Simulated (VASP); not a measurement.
These are PBE GGA, VASP's PBE PAW potentials (set 64) (plane waves; VASP 6.6.1) values and carry that method's errors.

The input files of a VASP run:

### INCAR
```
! general
SYSTEM   =  NiAl
PREC     =  Accurate
ENCUT    =  480
LREAL    =  .FALSE.   ! projection in real space or not
LASPH    =  .TRUE.   ! aspherical one-centre terms

! electronic loop
EDIFF    =  1E-7
NELM     =  100
ALGO     =  Normal   ! blocked Davidson
LMAXMIX  =  4

! smearing
ISMEAR   =  1   ! Methfessel-Paxton
SIGMA    =  0.1   ! width (eV)

! functional
GGA      =  PE   ! PBE

! ions
ISIF     =  2   ! forces and stress, cell fixed

! output
LWAVE    =  .FALSE.
LCHARG   =  .FALSE.
```

**KPOINTS**
```
Automatic mesh
0
gamma
  12 12 12
0 0 0
```

POSCAR:
```
NiAl
1
    3.0083979467     0.0000000000     0.0000000000
    0.0000000000     3.0083979467     0.0000000000
    0.0000000000     0.0000000000     3.0083979467
Al Ni
1 1
Direct
  0.5000000000   0.5000000000   0.5000000000
  0.0000000000   0.0000000000   0.0000000000
```

POTCAR, in this order: Al Ni (PBE.64 set). Program: vasp_std.

What VASP printed:

File OSZICAR:
```
       N       E                     dE             d eps       ncg     rms          rms(c)
DAV:   1     0.379069055422E+02    0.37907E+02   -0.53986E+03  1680   0.125E+03
DAV:   2    -0.104394680092E+02   -0.48346E+02   -0.46109E+02  1710   0.197E+02
DAV:   3    -0.116410887853E+02   -0.12016E+01   -0.11888E+01  2006   0.408E+01
DAV:   4    -0.116608695517E+02   -0.19781E-01   -0.19772E-01  2028   0.467E+00
DAV:   5    -0.116614198674E+02   -0.55032E-03   -0.55029E-03  1950   0.794E-01    0.110E+01
DAV:   6    -0.140588492877E+02   -0.23974E+01   -0.60874E+01  1896   0.128E+02    0.168E+01
DAV:   7    -0.104173128942E+02    0.36415E+01   -0.16951E+01  1850   0.771E+01    0.137E+00
DAV:   8    -0.104000211701E+02    0.17292E-01   -0.56002E-01  2136   0.932E+00    0.927E-01
DAV:   9    -0.103877931750E+02    0.12228E-01   -0.55992E-02  1984   0.368E+00    0.193E-01
DAV:  10    -0.103873020153E+02    0.49116E-03   -0.30367E-03  1988   0.843E-01    0.561E-02
DAV:  11    -0.103872926843E+02    0.93310E-05   -0.11966E-04  2420   0.119E-01    0.210E-02
DAV:  12    -0.103872911756E+02    0.15087E-05   -0.38781E-06  1972   0.173E-02    0.102E-02
DAV:  13    -0.103872902456E+02    0.92992E-06   -0.12702E-06  1902   0.171E-02    0.164E-03
DAV:  14    -0.103872902130E+02    0.32673E-07   -0.11983E-07   926   0.364E-03
   1 F= -.10387290E+02 E0= -.10387287E+02  d E =-.100442E-04
```

File OUTCAR:
```
------------------------ aborting loop because EDIFF is reached ----------------------------------------
  FORCE on cell =-STRESS in cart. coord.  units (eV):
  Direction    XX          YY          ZZ          XY          YZ          ZX
  --------------------------------------------------------------------------------------
  Total       -2.4424309     -2.4424309     -2.4424309      0.0000000     -0.0000000      0.0000000
  in kB     -143.7232465   -143.7232465   -143.7232465      0.0000000     -0.0000000      0.0000000
  external PRESSURE =    -143.7232465 kB  Pullay stress =       0.0000000 kB
  volume of cell :       27.23
      direct lattice vectors                 reciprocal lattice vectors
     3.008397947  0.000000000  0.000000000     0.332402833  0.000000000  0.000000000
     0.000000000  3.008397947  0.000000000     0.000000000  0.332402833  0.000000000
     0.000000000  0.000000000  3.008397947     0.000000000  0.000000000  0.332402833
 POSITION                                       TOTAL-FORCE (eV/Angst)
 -----------------------------------------------------------------------------------
      1.50420      1.50420      1.50420         0.000000      0.000000      0.000000
      0.00000      0.00000      0.00000         0.000000      0.000000      0.000000
 -----------------------------------------------------------------------------------
    total drift:                                0.000000      0.000000      0.000000
  FREE ENERGIE OF THE ION-ELECTRON SYSTEM (eV)
  ---------------------------------------------------
  free  energy   TOTEN  =       -10.3872902130 eV

  energy  without entropy=      -10.3872801688  energy(sigma->0) =      -10.38728686
```
(Selected blocks of OUTCAR.)

The compound is NiAl in the CsCl type structure. This cell was strained or had an atom moved on purpose. The run is not spin-polarised, so no magnetic state was tried. The electron count is odd and the run is not spin-polarised, which forces a metal.
